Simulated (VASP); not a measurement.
Here is a VASP 6.6.1 calculation.

INCAR

```
SYSTEM = Zn
  PREC = Accurate
  ENCUT = 600
  EDIFF = 1E-7
  ISMEAR = -1
  SIGMA = 0.05
  LREAL = .FALSE.
  LASPH = .TRUE.
  NELM = 60
  ALGO = Normal
  ISIF = 3
  LWAVE = .FALSE.
  LCHARG = .FALSE.
  GGA = CA
  IBRION = 2
  NSW = 40
  EDIFFG = -0.005
  PSTRESS = 20
```

Contents of KPOINTS:

```
regular mesh
0
G
  7 7 7
  0 0 0
```

The input POSCAR:

```
Zn
1.0
    3.7711300000      0.0000000000      0.0000000000
    0.0000000000      3.7711300000      0.0000000000
    0.0000000000      0.0000000000      3.7711300000
Zn
3
Direct
    0.0000000000      0.5000000000      0.5000000000
    0.5000000000      0.0000000000      0.5000000000
    0.5000000000      0.5000000000      0.0000000000
```

Potentials or basis: VASP PAW LDA potentials, release 64 (Zn).

Command:

```bash
$ cat potpaw_LDA.64/Zn/POTCAR > POTCAR
$ mpirun -np 1 vasp_std > vasp.out
```

Question: Predict the band gap on the k mesh.

Answer: None (metal or under the smearing width).

Question: Estimate the relaxed volume.

Answer: 15.43 Å³/atom.

Question: What does it give for the relaxed cell?

Answer: a = 3.591 Å, b = 3.591 Å, c = 3.591 Å, α = 90.00°, β = 90.00°, γ = 90.00°.

Final structure:
```xyz
3
Lattice="3.5907 0.0000 0.0000 0.0000 3.5907 0.0000 0.0000 0.0000 3.5907" Properties=species:S:1:pos:R:3 pbc="T T T"
Zn    0.0000    1.7954    1.7954
Zn    1.7954    0.0000    1.7954
Zn    1.7954    1.7954    0.0000
```

Caveat: the cell is relaxed towards a set pressure, so the enthalpy falls and the energy may rise.
